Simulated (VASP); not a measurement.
Given:

```xyz
2
Lattice="0.0000 2.1177 2.1177 2.1177 0.0000 2.1177 2.1177 2.1177 0.0000" Properties=species:S:1:pos:R:3 pbc="T T T"
Ti     0.0000     0.0000     0.0000
C      2.1177     2.1177     2.1177
```

Level of theory: revTPSS meta-GGA, VASP's PBE PAW potentials (set 64) (plane waves; VASP 6.6.1). Run with 520 eV cut-off, 14×14×14 Γ-centred mesh, first-order Methfessel-Paxton smearing of 0.10 eV, potentials Ti_sv C.

### Question
The job: TiC (rock salt), 2 atoms, revTPSS, static run, 520 eV, 14×14×14 Γ-centred mesh. Roughly how much core time does it take on a busy server core?

### Answer
About 2 core-minutes (one run on a shared machine, a rough figure). It had 104 irreducible k-points, 12 bands, up to 533 plane waves and 27 electronic steps.

The compound is TiC in the rock salt structure. This cell is one point of a volume scan, at 0.94 of the reference volume.
